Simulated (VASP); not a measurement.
Runs of VASP 6.6.1 on Pt2F. The structure is cubic, space group Fm-3m (No. 225). The conventional cell has a = 5.705 Å, b = 5.705 Å, c = 5.705 Å, α = 90.00°, β = 90.00°, γ = 90.00°. Pt (site symmetry -43m) has 4 F at 2.47 Å as nearest neighbours. F (site symmetry m-3m) is surrounded by 8 Pt at 2.47 Å. The cell was built by a generator and needn't be a form met in nature.

```tsv
screening parameter	gap on the mesh (eV)	pressure (GPa)
0.6	none	-1.7
0.4	none	(a)
0.1	none	-3.4
0.15	none	(b)
0.3	none	-2.7
```

Alike in all rows: task single point; level HSE(alpha, omega); potentials or basis VASP PAW PBE potentials, release 64 (Pt, F); no spin polarisation; cell as given; k mesh 4 × 4 × 4; cutoff (eV) 520; smearing fermi-dirac 0.05 eV; the mesh is coarse, so values aren't converged.

Question: Fill in the values left out.

Answer: (a) -2.4; (b) -3.1.

Caveats: all runs use coarse meshes; the PAW data sets were made with another functional, which shifts forces and pressure a little; an odd number of electrons without spin polarisation forces a metal; a magnetic or distorted state may lie lower.

A k mesh can miss the band edges, and the runs leave out spin-orbit coupling on Pt.

A gap of «none» marks a metal or a gap under the smearing width.
